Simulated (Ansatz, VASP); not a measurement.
## ZrHg in VASP and in Ansatz

```
CELL_PARAMETERS angstrom
3.07051 0.00000 0.00000
0.00000 3.07051 0.00000
0.00000 0.00000 4.22149
ATOMIC_POSITIONS crystal
Zr 0.50000 0.50000 0.50000
Hg 0.00000 0.00000 0.00000
```

Alike in both runs: functional LDA; k mesh 14 × 14 × 10; occupations gaussian, width 0.1 eV; no spin polarisation.

Ansatz relaxed the structure, and its values are those at the end. VASP's run is a single point on that final structure, the one shown.

|  | VASP | Ansatz |
| --- | --- | --- |
| version | VASP 6.6.1 | Ansatz 0.2.0 |
| potentials or method | VASP PAW LDA potentials, release 64 (Zr_sv, Hg) | scalar-relativistic, plane waves, PAW |
| plane-wave cutoff (eV) | 520 | 420 |
| valence electrons in the cell | 24 | 32 |

|  | VASP | Ansatz | Ansatz less VASP |
| --- | --- | --- | --- |
| gap on the k mesh at the Fermi level (eV) | none | none | - |
| pressure (GPa) | 0.8 | 0.0 | -0.83 |

A gap of «none» marks a metal or a gap that the smearing closes. The two sets of potentials don't hold the same shells in valence.

Spin-orbit coupling is left out, which matters for the levels of Hg.
